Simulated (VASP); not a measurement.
Input of a VASP 6.6.1 run:

INCAR

```
SYSTEM = AgAs
  ALGO = Normal
  EDIFF = 1E-7
  ENCUT = 520
  GGA = PE
  ISIF = 2
  ISMEAR = -1
  LASPH = .True.
  LCHARG = .True.
  LELF = .True.
  LREAL = .False.
  LVHAR = .True.
  LWAVE = .False.
  NBANDS = 24
  NELM = 60
  PREC = Accurate
  SIGMA = 0.05
```

KPOINTS

```
k-points
0
Gamma
  6 9 5
  0 0 0
```

The input POSCAR:

```
AgAs
1.0
    4.9913820000      0.0000000000      0.0000000000
    0.0000000000      2.9607890000      0.0000000000
    0.0000000000      0.0000000000      5.1726990000
Ag As
2 2
Direct
    0.7500000000      0.0000000000      0.1647710000
    0.2500000000      0.0000000000      0.8352290000
    0.2500000000      0.5000000000      0.3343550000
    0.7500000000      0.5000000000      0.6656450000
```

Potentials or basis: VASP PAW PBE potentials, release 64 (Ag, As).

The run is started by

```sh
$ cat potpaw_PBE.64/Ag/POTCAR potpaw_PBE.64/As/POTCAR > POTCAR
$ mpirun -np 1 vasp_std > vasp.out
```

**Question.** Estimate the largest force.

**Answer.** 0.097 eV/Å.

**Question.** Estimate the pressure.

**Answer.** -0.9 GPa.

Forces in eV/Å, atoms in the order of the input:
```
Ag   0.000  0.000 -0.048
Ag   0.000  0.000  0.048
As   0.000  0.000  0.097
As   0.000  0.000 -0.097
```
